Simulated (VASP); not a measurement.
Computed with PBEsol GGA, VASP's PBE PAW potentials (set 64) (plane waves; VASP).

The input files of a VASP run:

File POSCAR:
```
Tb
1
    1.7800237029    -3.0830910536     0.0000000000
    1.7800237029     3.0830910536     0.0000000000
    0.0000000000     0.0000000000     5.5651245480
Tb
2
Direct
  0.3333330000   0.6666670000   0.2500000000
  0.6666670000   0.3333330000   0.7500000000
```

KPOINTS:
```
k-points along high-symmetry lines
10
Line-mode
Reciprocal
  0.000000   0.000000   0.000000 ! GAMMA
  0.000000   0.500000   0.000000 ! M

  0.000000   0.500000   0.000000 ! M
 -0.333333   0.666667   0.000000 ! K

 -0.333333   0.666667   0.000000 ! K
  0.000000   0.000000   0.000000 ! GAMMA

  0.000000   0.000000   0.000000 ! GAMMA
  0.000000   0.000000   0.500000 ! A

  0.000000   0.000000   0.500000 ! A
  0.000000   0.500000   0.500000 ! L

  0.000000   0.500000   0.500000 ! L
 -0.333333   0.666667   0.500000 ! H

 -0.333333   0.666667   0.500000 ! H
  0.000000   0.000000   0.500000 ! A

  0.000000   0.500000   0.500000 ! L
  0.000000   0.500000   0.000000 ! M

 -0.333333   0.666667   0.500000 ! H
 -0.333333   0.666667   0.000000 ! K
```

**INCAR**
```
! general
SYSTEM  = Tb
PREC    = Accurate
ENCUT   = 400
LREAL   = F
LASPH   = T
ICHARG  = 11

! electronic loop
EDIFF   = 1E-7
NELM    = 100
ALGO    = Normal
LMAXMIX = 6

! smearing
ISMEAR  = 0
SIGMA   = 0.05

! functional
GGA     = PS

! output
LWAVE   = F
LCHARG  = F
LORBIT  = 11
```

POTCAR, in this order: Tb_3 (PBE.64 set). Program: vasp_std. Read from the step before: CHGCAR.

Output of the run:

File OSZICAR:
```
       N       E                     dE             d eps       ncg     rms          rms(c)
DAV:   1     0.372083954441E+02    0.37208E+02   -0.79010E+03  2364   0.102E+03
DAV:   2    -0.839157301153E+01   -0.45600E+02   -0.44235E+02  2580   0.228E+02
DAV:   3    -0.102904087721E+02   -0.18988E+01   -0.17635E+01  3125   0.285E+01
DAV:   4    -0.103303147348E+02   -0.39906E-01   -0.39455E-01  2705   0.413E+00
DAV:   5    -0.103314434869E+02   -0.11288E-02   -0.11279E-02  3201   0.539E-01
DAV:   6    -0.103314639986E+02   -0.20512E-04   -0.20510E-04  2894   0.666E-02
DAV:   7    -0.103314646950E+02   -0.69646E-06   -0.69713E-06  3215   0.104E-02
DAV:   8    -0.103314647218E+02   -0.26774E-07   -0.26715E-07  2365   0.177E-03
   1 F= -.10331465E+02 E0= -.10329488E+02  d E =-.395363E-02
```

File OUTCAR:
```
 val. band max:        3.4019626541   @ k =  -0.1481   0.5741   0.0000

 cond. band min:       3.4038239569   @ k =   0.0000   0.5000   0.4444



 k-point     1 :       0.0000    0.0000    0.0000
  band No.  band energies     occupation
      1     -19.5578      2.00000
      2     -18.8271      2.00000
      3     -18.8271      2.00000
      4     -18.6876      2.00000
      5     -18.6876      2.00000
      6     -18.6279      2.00000
      7      -1.6791      2.00000
      8       1.1136      2.00000
      9       4.9965      0.00000
     10       5.1028      0.00000
     11       5.1028      0.00000
     12       5.5106      0.00000
     13       5.8555      0.00000

 k-point     2 :       0.0000    0.0556    0.0000
  band No.  band energies     occupation
      1     -19.5494      2.00000
      2     -18.8448      2.00000
      3     -18.8332      2.00000
      4     -18.7065      2.00000
      5     -18.6897      2.00000
      6     -18.6319      2.00000
      7      -1.5995      2.00000
      8       1.1902      2.00000
      9       4.8739      0.00000
     10       4.8767      0.00000
     11       5.1780      0.00000
     12       5.6820      0.00000
     13       5.7684      0.00000

 k-point     3 :       0.0000    0.1111    0.0000
  band No.  band energies     occupation
      1     -19.5246      2.00000
      2     -18.8957      2.00000
      3     -18.8504      2.00000
      4     -18.7601      2.00000
      5     -18.6960      2.00000
      6     -18.6442      2.00000
      7      -1.3669      2.00000
      8       1.4084      2.00000
      9       4.4843      0.00000
     10       4.5396      0.00000
     11       5.4017      0.00000
     12       5.5174      0.00000
     13       6.0078      0.00000

 k-point     4 :       0.0000    0.1667    0.0000
  band No.  band energies     occupation
      1     -19.4849      2.00000
      2     -18.9737      2.00000
      3     -18.8759      2.00000
      4     -18.8400      2.00000
...
```

The 4f electrons are frozen in the core of the lanthanide potential, so 4f levels, which can set the real gap, and their magnetism are missing. The density is held fixed in this step, so its total energy and stress have no physical meaning.

The compound is Tb in the hcp structure. It was relaxed first.
